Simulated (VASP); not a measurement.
All values below come from LDA (Ceperley-Alder, Perdew-Zunger), VASP's LDA PAW potentials (set 64) (plane waves; VASP 6.6.1).

VASP ran on this input.

INCAR:
```
ALGO = Normal
EDIFF = 1E-8
ENCUT = 520
IBRION = 8
ISMEAR = 0
LASPH = .TRUE.
LCHARG = .FALSE.
LEPSILON = .TRUE.
LMAXMIX = 4
LREAL = .FALSE.
LWAVE = .FALSE.
NELM = 100
NSW = 1
PREC = Accurate
SIGMA = 0.01
SYSTEM = SrTiO3
```

POSCAR:
```
SrTiO3
1
    3.8621990070     0.0000000000     0.0000000000
    0.0000000000     3.8621990070     0.0000000000
    0.0000000000     0.0000000000     3.8621990070
Sr Ti O
1 1 3
Direct
  0.0000000000   0.0000000000   0.0000000000
  0.5000000000   0.5000000000   0.5000000000
  0.5000000000   0.0000000000   0.5000000000
  0.0000000000   0.5000000000   0.5000000000
  0.5000000000   0.5000000000   0.0000000000
```

File KPOINTS:
```
Automatic mesh
0
Gamma
7 7 7
0 0 0
```

POTCAR, in this order: Sr_sv Ti_sv O (LDA.64 set). Program: vasp_std.

Output of the run:

OSZICAR:
```
...
RMM:  25    -0.286521801914E+00    0.45155E-07   -0.15404E-07  4412   0.204E-04    0.233E-05
RMM:  26    -0.286521698689E+00    0.10323E-06   -0.84673E-08  4388   0.173E-04    0.190E-05
RMM:  27    -0.286521681816E+00    0.16873E-07   -0.70520E-08  4185   0.154E-04    0.157E-05
RMM:  28    -0.286521589493E+00    0.92323E-07   -0.37285E-08  4062   0.146E-04    0.225E-05
RMM:  29    -0.286521566593E+00    0.22899E-07   -0.50132E-08  3871   0.126E-04    0.173E-05
RMM:  30    -0.286521571493E+00   -0.48997E-08    0.30995E-10  3023   0.118E-04    0.246E-05
 Linear response progress:
  Degree of freedom:   2/  4
       N       E                     dE             d eps       ncg     rms          rms(c)
RMM:   1    -0.779989987581E+00   -0.77999E+00    0.84358E+00  2066   0.956E+01
RMM:   2    -0.744369651533E+00    0.35620E-01   -0.19090E-01  3224   0.333E+00    0.295E-01
RMM:   3    -0.741150079232E+00    0.32196E-02   -0.28146E-02  3834   0.843E-01    0.155E-01
RMM:   4    -0.741112867755E+00    0.37211E-04   -0.12652E-02  4176   0.407E-01    0.315E-02
RMM:   5    -0.741905441858E+00   -0.79257E-03   -0.15805E-03  4412   0.160E-01    0.162E-02
RMM:   6    -0.742505017601E+00   -0.59958E-03   -0.25613E-04  4260   0.660E-02    0.501E-03
RMM:   7    -0.742718792021E+00   -0.21377E-03   -0.92199E-05  4344   0.347E-02    0.180E-03
RMM:   8    -0.742715016238E+00    0.37758E-05   -0.53073E-05  4388   0.202E-02    0.950E-04
RMM:   9    -0.742732561821E+00   -0.17546E-04   -0.22839E-05  4476   0.124E-02    0.536E-04
RMM:  10    -0.742730026231E+00    0.25356E-05   -0.82593E-06  4517   0.846E-03    0.247E-04
RMM:  11    -0.742727686043E+00    0.23402E-05   -0.12922E-05  4631   0.607E-03    0.160E-04
RMM:  12    -0.742730209273E+00   -0.25232E-05   -0.11114E-05  4344   0.464E-03    0.763E-05
RMM:  13    -0.742730547092E+00   -0.33782E-06   -0.99979E-06  4613   0.367E-03    0.590E-05
RMM:  14    -0.742731209987E+00   -0.66290E-06   -0.97713E-06  4365   0.303E-03    0.486E-05
RMM:  15    -0.742731495730E+00   -0.28574E-06   -0.79457E-06  4581   0.256E-03    0.533E-05
RMM:  16    -0.742731907982E+00   -0.41225E-06   -0.74129E-06  4134   0.224E-03    0.136E-04
RMM:  17    -0.742731259286E+00    0.64870E-06   -0.65977E-06  4043   0.199E-03    0.107E-04
RMM:  18    -0.742731656143E+00   -0.39686E-06   -0.60757E-06  4126   0.185E-03    0.245E-05
RMM:  19    -0.742731560298E+00    0.95845E-07   -0.55988E-06  4085   0.160E-03    0.718E-05
RMM:  20    -0.742731678510E+00   -0.11821E-06   -0.52735E-06  4546   0.144E-03    0.982E-05
RMM:  21    -0.742731693478E+00   -0.14968E-07   -0.49743E-06  4585   0.132E-03    0.115E-04
RMM:  22    -0.742731760212E+00   -0.66734E-07   -0.47208E-06  4045   0.122E-03    0.119E-04
RMM:  23    -0.742731818404E+00   -0.58191E-07   -0.43280E-06  4403   0.113E-03    0.133E-04
RMM:  24    -0.742731835781E+00   -0.17377E-07   -0.41217E-06  5164   0.111E-03    0.915E-05
RMM:  25    -0.742731854048E+00   -0.18267E-07   -0.38668E-06  4313   0.993E-04    0.927E-05
RMM:  26    -0.742731926787E+00   -0.72739E-07   -0.37087E-06  3929   0.925E-04    0.106E-04
RMM:  27    -0.742731922763E+00    0.40244E-08   -0.35426E-06  4803   0.889E-04    0.980E-05
 Linear response progress:
  Degree of freedom:   3/  4
       N       E                     dE             d eps       ncg     rms          rms(c)
RMM:   1    -0.368524238496E+00   -0.36852E+00    0.19296E-01  5979   0.304E+00
RMM:   2    -0.359747318927E+00    0.87769E-02   -0.21156E-02  5619   0.598E-01    0.248E-01
RMM:   3    -0.361291763475E+00   -0.15444E-02   -0.30036E-03  5973   0.215E-01    0.141E-01
RMM:   4    -0.362909097911E+00   -0.16173E-02   -0.10095E-03  5829   0.149E-01    0.248E-02
RMM:   5    -0.362890656350E+00    0.18442E-04   -0.29051E-04  7006   0.575E-02    0.894E-03
RMM:   6    -0.362905725699E+00   -0.15069E-04   -0.98191E-05  7478   0.293E-02    0.469E-03
RMM:   7    -0.362893147643E+00    0.12578E-04   -0.49460E-05  7334   0.183E-02    0.325E-03
RMM:   8    -0.362915141104E+00   -0.21993E-04   -0.29544E-05  7259   0.128E-02    0.115E-03
RMM:   9    -0.362912587051E+00    0.25541E-05   -0.69145E-05  7492   0.892E-03    0.627E-04
RMM:  10    -0.362912511302E+00    0.75749E-07   -0.33396E-05  7514   0.649E-03    0.419E-04
RMM:  11    -0.362913805814E+00   -0.12945E-05   -0.17707E-05  7790   0.468E-03    0.467E-04
RMM:  12    -0.362914482861E+00   -0.67705E-06   -0.76160E-06  7643   0.354E-03    0.554E-04
RMM:  13    -0.362913666137E+00    0.81672E-06   -0.10821E-06  7138   0.281E-03    0.159E-03
RMM:  14    -0.362915248697E+00   -0.15826E-05   -0.42263E-07  6954   0.231E-03    0.402E-04
RMM:  15    -0.362915486611E+00   -0.23791E-06    0.75131E-07  7439   0.173E-03    0.195E-04
RMM:  16    -0.362915759165E+00   -0.27255E-06   -0.72537E-07  7508   0.133E-03    0.146E-04
RMM:  17    -0.362915702342E+00    0.56823E-07   -0.37057E-07  7629   0.105E-03    0.165E-04
RMM:  18    -0.362915878364E+00   -0.17602E-06   -0.48311E-07  7178   0.860E-04    0.567E-05
RMM:  19    -0.362915927281E+00   -0.48917E-07   -0.18422E-07  7563   0.676E-04    0.571E-05
RMM:  20    -0.362915944378E+00   -0.17097E-07   -0.18886E-07  7625   0.537E-04    0.843E-05
RMM:  21    -0.362915957040E+00   -0.12662E-07   -0.12728E-06  7038   0.433E-04    0.127E-04
RMM:  22    -0.362915975352E+00   -0.18312E-07    0.17339E-07  6882   0.355E-04    0.150E-04
RMM:  23    -0.362915972028E+00    0.33239E-08   -0.34424E-07  6913   0.300E-04    0.191E-04
RMM:  24    -0.362915978739E+00   -0.67108E-08    0.64357E-07  6441   0.252E-04    0.200E-04
RMM:  25    -0.362915985856E+00   -0.71168E-08    0.38323E-07  6096   0.210E-04    0.216E-04
RMM:  26    -0.362915990230E+00   -0.43745E-08    0.85052E-07  5486   0.175E-04    0.224E-04
 Linear response progress:
  Degree of freedom:   4/  4
       N       E                     dE             d eps       ncg     rms          rms(c)
RMM:   1    -0.381892396937E+00   -0.38189E+00    0.18495E-01  4055   0.378E+00
RMM:   2    -0.365076914245E+00    0.16815E-01   -0.22844E-02  3622   0.874E-01    0.179E-01
RMM:   3    -0.367611404899E+00   -0.25345E-02   -0.82975E-03  3683   0.374E-01    0.963E-02
RMM:   4    -0.369499641060E+00   -0.18882E-02   -0.25820E-03  3785   0.231E-01    0.307E-02
RMM:   5    -0.369848270592E+00   -0.34863E-03   -0.55794E-04  4349   0.923E-02    0.106E-02
RMM:   6    -0.369889084305E+00   -0.40814E-04   -0.14446E-04  4405   0.420E-02    0.511E-03
RMM:   7    -0.369875767735E+00    0.13317E-04   -0.40921E-05  4254   0.216E-02    0.176E-03
RMM:   8    -0.369860821911E+00    0.14946E-04   -0.19465E-05  4288   0.122E-02    0.608E-04
RMM:   9    -0.369864273386E+00   -0.34515E-05   -0.12052E-05  4504   0.667E-03    0.452E-04
RMM:  10    -0.369864483600E+00   -0.21021E-06   -0.69734E-06  4420   0.395E-03    0.165E-04
RMM:  11    -0.369863804500E+00    0.67910E-06   -0.56605E-06  4457   0.230E-03    0.555E-05
RMM:  12    -0.369863657469E+00    0.14703E-06   -0.29979E-06  4581   0.137E-03    0.708E-05
RMM:  13    -0.369863662985E+00   -0.55159E-08   -0.19597E-06  4400   0.840E-04    0.484E-05
RMM:  14    -0.369863744918E+00   -0.81932E-07   -0.11145E-06  4241   0.563E-04    0.591E-05
RMM:  15    -0.369863596307E+00    0.14861E-06   -0.85349E-07  4177   0.394E-04    0.382E-05
RMM:  16    -0.369863657662E+00   -0.61355E-07   -0.33501E-07  4368   0.264E-04    0.178E-05
RMM:  17    -0.369863684031E+00   -0.26368E-07   -0.38111E-07  4392   0.177E-04    0.754E-06
RMM:  18    -0.369863706775E+00   -0.22745E-07   -0.13490E-07  4220   0.126E-04    0.206E-05
RMM:  19    -0.369863772176E+00   -0.65401E-07   -0.12098E-07  4129   0.994E-05    0.446E-06
RMM:  20    -0.369863731871E+00    0.40305E-07   -0.61287E-08  4546   0.711E-05    0.658E-06
RMM:  21    -0.369863733455E+00   -0.15836E-08   -0.37442E-08  4309   0.533E-05    0.722E-06
 Linear response finished
```

### OUTCAR
```
------------------------ aborting loop because EDIFF is reached ----------------------------------------

 HEAD OF MICROSCOPIC STATIC DIELECTRIC TENSOR (INDEPENDENT PARTICLE, excluding Hartree and local field effects)
 ------------------------------------------------------
           6.575425     0.000000     0.000000
           0.000000     6.575425     0.000000
          -0.000000    -0.000000     6.575425
 ------------------------------------------------------

 MACROSCOPIC STATIC DIELECTRIC TENSOR (including local field effects in DFT)
 ------------------------------------------------------
           6.380740     0.000000     0.000000
           0.000000     6.380740     0.000000
          -0.000000    -0.000000     6.380740
 ------------------------------------------------------

 PIEZOELECTRIC TENSOR (including local field effects)  for field in x, y, z        (e  Angst)
          XX          YY          ZZ          XY          YZ          ZX
  --------------------------------------------------------------------------------
  x     0.00000     0.00000     0.00000     0.00000     0.00000     0.00000
  y     0.00000     0.00000     0.00000     0.00000     0.00000     0.00000
  z     0.00000     0.00000     0.00000     0.00000     0.00000     0.00000

 PIEZOELECTRIC TENSOR (including local field effects)  for field in x, y, z        (C/m^2)
          XX          YY          ZZ          XY          YZ          ZX
  --------------------------------------------------------------------------------
  x     0.00000     0.00000     0.00000     0.00000     0.00000     0.00000
  y     0.00000     0.00000     0.00000     0.00000     0.00000     0.00000
  z     0.00000     0.00000     0.00000     0.00000     0.00000     0.00000

 BORN EFFECTIVE CHARGES (including local field effects) (in |e|, cummulative output)
 ---------------------------------------------------------------------------------
 ion    1
    1     2.55530     0.00000     0.00000
    2     0.00000     2.55530     0.00000
    3     0.00000     0.00000     2.55530
 ion    2
    1     7.37293    -0.00000     0.00000
    2     0.00000     7.37293     0.00000
    3    -0.00000    -0.00000     7.37293
 ion    3
    1    -2.06666     0.00000     0.00000
    2     0.00000    -5.79493    -0.00000
    3    -0.00000    -0.00000    -2.06666
 ion    4
    1    -5.79493     0.00000    -0.00000
    2     0.00000    -2.06666     0.00000
    3    -0.00000     0.00000    -2.06666
 ion    5
    1    -2.06666    -0.00000    -0.00000
    2     0.00000    -2.06666     0.00000
    3    -0.00000     0.00000    -5.79493

   1 f  =   16.778071 THz   105.419731 2PiTHz  559.656217 cm-1    69.388496 meV
             X         Y         Z           dx          dy          dz
      0.000000  0.000000  0.000000    -0.027943   -0.000017    0.000000
      1.931100  1.931100  1.931100    -0.042293   -0.000026   -0.000000
      1.931100  0.000000  1.931100    -0.360280    0.000520   -0.000000
      0.000000  1.931100  1.931100     0.858969   -0.000218    0.000000
      1.931100  1.931100  0.000000    -0.360280   -0.000218   -0.000000

   2 f  =   16.778071 THz   105.419731 2PiTHz  559.656217 cm-1    69.388496 meV
             X         Y         Z           dx          dy          dz
      0.000000  0.000000  0.000000    -0.000017    0.027943   -0.000000
      1.931100  1.931100  1.931100    -0.000026    0.042293   -0.000000
      1.931100  0.000000  1.931100    -0.000218   -0.858969   -0.000000
      0.000000  1.931100  1.931100     0.000520    0.360280    0.000000
      1.931100  1.931100  0.000000    -0.000218    0.360280    0.000000

   3 f  =   16.778071 THz   105.419731 2PiTHz  559.656217 cm-1    69.388496 meV
             X         Y         Z           dx          dy          dz
      0.000000  0.000000  0.000000     0.000000   -0.000000   -0.027943
      1.931100  1.931100  1.931100     0.000000   -0.000000   -0.042293
      1.931100  0.000000  1.931100     0.000000    0.000000   -0.360280
      0.000000  1.931100  1.931100    -0.000000   -0.000000   -0.360280
      1.931100  1.931100  0.000000     0.000000   -0.000000    0.858969

   4 f  =    6.822454 THz    42.866741 2PiTHz  227.572563 cm-1    28.215389 meV
             X         Y         Z           dx          dy          dz
      0.000000  0.000000  0.000000    -0.000000    0.000000   -0.000000
      1.931100  1.931100  1.931100     0.000000    0.000000   -0.000000
      1.931100  0.000000  1.931100    -0.102893    0.000000   -0.098963
      0.000000  1.931100  1.931100     0.000000   -0.692545    0.098963
      1.931100  1.931100  0.000000     0.102893    0.692545    0.000000

   5 f  =    6.822454 THz    42.866741 2PiTHz  227.572563 cm-1    28.215389 meV
             X         Y         Z           dx          dy          dz
      0.000000  0.000000  0.000000    -0.000000   -0.000000    0.000000
      1.931100  1.931100  1.931100     0.000000   -0.000000    0.000000
      1.931100  0.000000  1.931100     0.426155    0.000000   -0.563998
      0.000000  1.931100  1.931100     0.000000    0.017279    0.563998
      1.931100  1.931100  0.000000    -0.426155   -0.017279    0.000000

   6 f  =    6.822454 THz    42.866741 2PiTHz  227.572563 cm-1    28.215389 meV
             X         Y         Z           dx          dy          dz
      0.000000  0.000000  0.000000     0.000000   -0.000000    0.000000
      1.931100  1.931100  1.931100    -0.000000    0.000000   -0.000000
      1.931100  0.000000  1.931100     0.554802   -0.000000    0.414865
      0.000000  1.931100  1.931100    -0.000000   -0.141712   -0.414865
      1.931100  1.931100  0.000000    -0.554802    0.141712    0.000000

   7 f  =    5.148040 THz    32.346091 2PiTHz  171.720140 cm-1    21.290574 meV
             X         Y         Z           dx          dy          dz
      0.000000  0.000000  0.000000     0.547038   -0.292914   -0.000566
      1.931100  1.931100  1.931100    -0.689127    0.368996    0.000712
      1.931100  0.000000  1.931100    -0.027376    0.020936    0.000028
      0.000000  1.931100  1.931100    -0.039099    0.014658    0.000028
      1.931100  1.931100  0.000000    -0.027376    0.014658    0.000040

   8 f  =    5.148040 THz    32.346091 2PiTHz  171.720140 cm-1    21.290574 meV
...
```
(Selected blocks of OUTCAR.)

The dielectric response may not be converged in the k-mesh; for small gaps it tends to come out too large.

The compound is SrTiO3 in the cubic perovskite structure, the ideal cubic form; the compound distorts at low or room temperature. It was relaxed first.
